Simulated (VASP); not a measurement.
An input for Ansatz (written as the equivalent of a VASP run, and not itself run):

Ansatz 0.2 input:
```yaml
crystal:
  lattice:
    - [6.1702471, 0.0000000, 0.0000000]
    - [0.0000000, 6.1702471, 0.0000000]
    - [0.0000000, 0.0000000, 6.1702471]
  atoms:
    - { symbol: Pb, position: [0.0000000, 0.0000000, 0.0000000] }
    - { symbol: Pb, position: [0.5000000, 0.5000000, 0.0000000] }
    - { symbol: Pb, position: [0.5000000, 0.0000000, 0.5000000] }
    - { symbol: Pb, position: [0.0000000, 0.5000000, 0.5000000] }
    - { symbol: Se, position: [0.5000000, 0.5000000, 0.5000000] }
    - { symbol: Se, position: [0.0000000, 0.0000000, 0.5000000] }
    - { symbol: Se, position: [0.0000000, 0.5000000, 0.0000000] }
    - { symbol: S, position: [0.5000000, 0.0000000, 0.0000000] }
kpoints:
  mp_grid: { grid: [4, 4, 4] }
hamiltonian:
  xc: pbe
  pseudopotentials: { kind: paw }
scf:
  occupations: { method: gaussian, width: 0.05 }
  max_iter: 100
output: { forces: true, stress: true, eigenvalues: true }
```

Q: Write the VASP files for the same calculation (PBE).

A: Several could match; the one computed here: 
POSCAR:
```
Pb4SSe3
1
    6.1702470540     0.0000000000     0.0000000000
   -0.0000000000     6.1702470540     0.0000000000
   -0.0000000000    -0.0000000000     6.1702470540
Pb Se S
4 3 1
Direct
  0.0000000000   0.0000000000   0.0000000000
  0.5000000000   0.5000000000   0.0000000000
  0.5000000000   0.0000000000   0.5000000000
  0.0000000000   0.5000000000   0.5000000000
  0.5000000000   0.5000000000   0.5000000000
  0.0000000000   0.0000000000   0.5000000000
  0.0000000000   0.5000000000   0.0000000000
  0.5000000000   0.0000000000   0.0000000000
```

### KPOINTS
```
kpoints
0
gamma
4 4 4
0 0 0
```

### INCAR
```
SYSTEM = Pb4SSe3
PREC = Accurate; ENCUT = 400; LREAL = .FALSE.
LASPH = .TRUE.
EDIFF = 1E-6; NELM = 100; ALGO = Normal
LMAXMIX = 4
ISMEAR = 0; SIGMA = 0.05
GGA = PE
LWAVE = .FALSE.; LCHARG = .TRUE.
```

POTCAR, in this order: Pb_d Se S (PBE.64 set). Program: vasp_std.

The two are equivalent in intent, not identical: each code has its own PAW files, so the cut-off isn't converted (ENCUT is set for VASP's; basis.ecutwfc is left out, and Ansatz then takes the one that its files recommend); Ansatz stops its SCF on the density residual and VASP on the energy change (EDIFF).

The structure was generated: Pb4SSe3 was put into an ordered model structure (Pm-3m), which need not be its known phase. It was relaxed first.
